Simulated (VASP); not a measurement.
These are PBE GGA with D3 dispersion (zero damping), VASP's PBE PAW potentials (set 64) (plane waves; VASP 6.6.1) values and carry that method's errors.

VASP input:

POSCAR:
```
AlN
1
    1.5258567185    -2.6428613557     0.0000000000
    1.5258567185     2.6428613557     0.0000000000
    0.0000000000     0.0000000000     4.8880493384
Al N
2 2
Direct
  0.6666670000   0.3333330000   0.5001070540
  0.3333330000   0.6666670000   0.0001070540
  0.6666670000   0.3333330000   0.8818929460
  0.3333330000   0.6666670000   0.3818929460
```

INCAR:
```
! general
SYSTEM = AlN
PREC   = Accurate
ENCUT  = 520
LREAL  = F   ! projection in real space or not
LASPH  = T

! electronic loop
EDIFF  = 1E-7   ! SCF stop (eV)
NELM   = 100   ! most electronic steps
ALGO   = Normal

! smearing
ISMEAR = 0
SIGMA  = 0.05   ! width (eV)

! functional
GGA    = PE
IVDW   = 11   ! D3, zero damping

! ions
IBRION = 2   ! conjugate gradients
NSW    = 30
ISIF   = 4
EDIFFG = -0.01

! output
LWAVE  = F
LCHARG = F
```

### KPOINTS
```
Automatic mesh
0
Gamma
8 8 5
0 0 0
```

POTCAR, in this order: Al N (PBE.64 set). Program: vasp_std.

Q: What will the output report for the number of irreducible k-points (NKPTS), largest plane-wave count, number of space-group operations, FFT grid (NGX, NGY, NGZ)?

A: 
| Quantity | Value |
|---|---|
| number of irreducible k-points (NKPTS) | 30 |
| largest plane-wave count | 1087 |
| number of space-group operations | 12 |
| FFT grid (NGX, NGY, NGZ) | 24 × 24 × 36 |

The compound is AlN in the wurtzite structure. This cell is one point of a volume scan, at 0.94 of the reference volume. Symmetry was kept, so distortions that lower it aren't found.
